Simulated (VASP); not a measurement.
Here is the system:

```xyz
2
Lattice="0.0000 2.3012 2.3012 2.3012 0.0000 2.3012 2.3012 2.3012 0.0000" Properties=species:S:1:pos:R:3 pbc="T T T"
Y      0.0000     0.0000     0.0000
N      2.3012     2.3012     2.3012
```

Level of theory: PBE GGA, VASP's PBE PAW potentials (set 64) (plane waves; VASP). Run with 620 eV cut-off, 14×14×14 Γ-centred mesh, first-order Methfessel-Paxton smearing of 0.10 eV, potentials Y_sv N.

Question: Predict the energy per atom (σ→0), pressure, band gap (on the k-mesh) with the smallest direct gap where there is one.

Answer: 
```
Item                                                         Value
------------------------  ----------------------------------------
band gap (on the k-mesh)  none (metal, semimetal or under 0.01 eV)
energy per atom (σ→0)                               -8.809 eV/atom
pressure                                                 44.89 GPa
```

The compound is YN in the rock salt structure. It was relaxed first under an external pressure of 45 GPa.
